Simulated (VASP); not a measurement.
Ru:

```
Ru
1.0
     2.70389    0.00000    0.00000
    -1.35194    2.34164    0.00000
     0.00000    0.00000    4.28168
Ru
2
Direct
  0.33333 0.66667 0.25000
  0.66667 0.33333 0.75000
```

```yaml
Program: VASP 6.6.1
Task: relaxation of cell and atoms
Functional: PBE
Potentials_or_basis: VASP PAW PBE potentials, release 64 (Ru_pv)
Cutoff: 600 eV
k_mesh: 18 × 18 × 10
Occupations: methfessel-paxton, width 0.1 eV
Spin: no spin polarisation
```

At the start: pressure 4.8 GPa; volume 13.55 Å³/atom.

Problem. How do energy, volume and symmetry change on relaxing?

Solution. Over 6 steps the energy falls by 3.0 meV/atom and the volume is 13.75 Å³/atom (+1.5 %); space group P6_3/mmc (No. 194, to 0.05 Å).

The path:
| step | energy change (eV) | largest force (eV/Å) | pressure (GPa) | volume (Å³) |
| --- | --- | --- | --- | --- |
| 1 | 0.0000 | 0.0000 | 4.79 | 27.11 |
| 2 | 0.0425 | 0.0000 | -12.15 | 28.73 |
| 3 | -0.0059 | 0.0000 | -0.04 | 27.52 |
| 4 | -0.0059 | 0.0000 | 0.03 | 27.51 |
| 5 | -0.0060 | 0.0000 | 0.06 | 27.51 |
| 6 | -0.0060 | 0.0000 | 0.03 | 27.51 |

Final structure:
```
Ru
1.0
     2.71900    0.00000    0.00000
    -1.35950    2.35472    0.00000
     0.00000    0.00000    4.29677
Ru
2
Direct
  0.33333 0.66667 0.25000
  0.66667 0.33333 0.75000
```
